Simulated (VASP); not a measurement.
Consider the following.

```
CsCl
1.0
    4.75398     0.00000     0.00000
   -2.37699     4.11707     0.00000
    0.00000     0.00000     8.36485
Cs Cl
2 2
Direct
  0.00000   0.00000   0.00000
  0.00000   0.00000   0.50000
  0.33333   0.66667   0.25000
  0.66667   0.33333   0.75000
```

Calculation: PBEsol GGA, VASP's PBE PAW potentials (set 64) (plane waves; VASP). Numerical set-up: 400 eV cut-off, 5×5×3 Γ-centred mesh, Gaussian smearing of 0.050 eV, potentials Cs_sv Cl.

Problem. Predict the energy per atom (σ→0).

Solution. 
The energy per atom (σ→0) is -3413 meV/atom.

The absolute energy has meaning only against runs of the same code, potentials and settings.

The structure was generated: CsCl was put into the NiAs type type (P6_3/mmc), which need not be its known phase. It was relaxed first, which changed the volume by -19 %. The start is the result of an earlier pass.
